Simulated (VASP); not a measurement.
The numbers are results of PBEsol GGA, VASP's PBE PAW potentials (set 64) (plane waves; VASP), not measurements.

A VASP calculation is set up with these files.

**INCAR**
```
SYSTEM  =  Mo
PREC  =  Accurate; ENCUT  =  500; LREAL  =  F
LASPH  =  T
EDIFF  =  1E-6; NELM  =  100; ALGO  =  Normal
LMAXMIX  =  4
ISMEAR  =  1; SIGMA  =  0.1
GGA  =  PS
IBRION  =  2; NSW  =  40; ISIF  =  3
EDIFFG  =  -0.02
LWAVE  =  F; LCHARG  =  F
```

File KPOINTS:
```
K-points
0
G
  16 16 16
```

**POSCAR**
```
Mo
1
   -1.5655608858     1.5655608858     1.5655608858
    1.5655608858    -1.5655608858     1.5655608858
    1.5655608858     1.5655608858    -1.5655608858
Mo
1
Direct
  0.0000000000   0.0000000000   0.0000000000
```

POTCAR, in this order: Mo_sv (PBE.64 set). Program: vasp_std.

The resulting files:

OSZICAR:
```
       N       E                     dE             d eps       ncg     rms          rms(c)
DAV:   1     0.849772628120E+02    0.84977E+02   -0.81269E+03  3238   0.127E+03
DAV:   2    -0.113067220387E+02   -0.96284E+02   -0.93132E+02  3457   0.335E+02
DAV:   3    -0.125334686619E+02   -0.12267E+01   -0.12189E+01  3693   0.375E+01
DAV:   4    -0.125364848724E+02   -0.30162E-02   -0.30160E-02  3457   0.223E+00
DAV:   5    -0.125365012956E+02   -0.16423E-04   -0.16422E-04  3746   0.157E-01    0.166E+01
DAV:   6    -0.118814106554E+02    0.65509E+00   -0.11302E+00  3454   0.128E+01    0.448E+00
DAV:   7    -0.117891343036E+02    0.92276E-01   -0.22128E-01  3722   0.523E+00    0.943E-01
DAV:   8    -0.117832002746E+02    0.59340E-02   -0.44434E-03  3310   0.927E-01    0.192E-01
DAV:   9    -0.117832082086E+02   -0.79340E-05   -0.90499E-05  3778   0.129E-01    0.821E-02
DAV:  10    -0.117832146953E+02   -0.64867E-05   -0.79540E-06  3436   0.361E-02    0.596E-03
DAV:  11    -0.117832148130E+02   -0.11768E-06   -0.23186E-07  2078   0.532E-03
   1 F= -.11783215E+02 E0= -.11783391E+02  d E =-.117832E+02
```

### OUTCAR
```
------------------------ aborting loop because EDIFF is reached ----------------------------------------
  FORCE on cell =-STRESS in cart. coord.  units (eV):
  Direction    XX          YY          ZZ          XY          YZ          ZX
  --------------------------------------------------------------------------------------
  Total       -0.0002409     -0.0002409     -0.0002409     -0.0000000      0.0000000     -0.0000000
  in kB       -0.0251474     -0.0251474     -0.0251474     -0.0000000      0.0000000     -0.0000000
  external PRESSURE =      -0.0251474 kB  Pullay stress =       0.0000000 kB
  volume of cell :       15.35
      direct lattice vectors                 reciprocal lattice vectors
    -1.565560886  1.565560886  1.565560886     0.000000000  0.319374356  0.319374356
     1.565560886 -1.565560886  1.565560886     0.319374356  0.000000000  0.319374356
     1.565560886  1.565560886 -1.565560886     0.319374356  0.319374356  0.000000000
 POSITION                                       TOTAL-FORCE (eV/Angst)
 -----------------------------------------------------------------------------------
      0.00000      0.00000      0.00000         0.000000      0.000000      0.000000
 -----------------------------------------------------------------------------------
    total drift:                               -0.000000     -0.000000      0.000000
  FREE ENERGIE OF THE ION-ELECTRON SYSTEM (eV)
  ---------------------------------------------------
  free  energy   TOTEN  =       -11.7832148130 eV

  energy  without entropy=      -11.7837438782  energy(sigma->0) =      -11.78339117

 reached required accuracy - stopping structural energy minimisation
```
(Selected blocks of OUTCAR.)

The compound is Mo in the bcc structure. It was relaxed first.
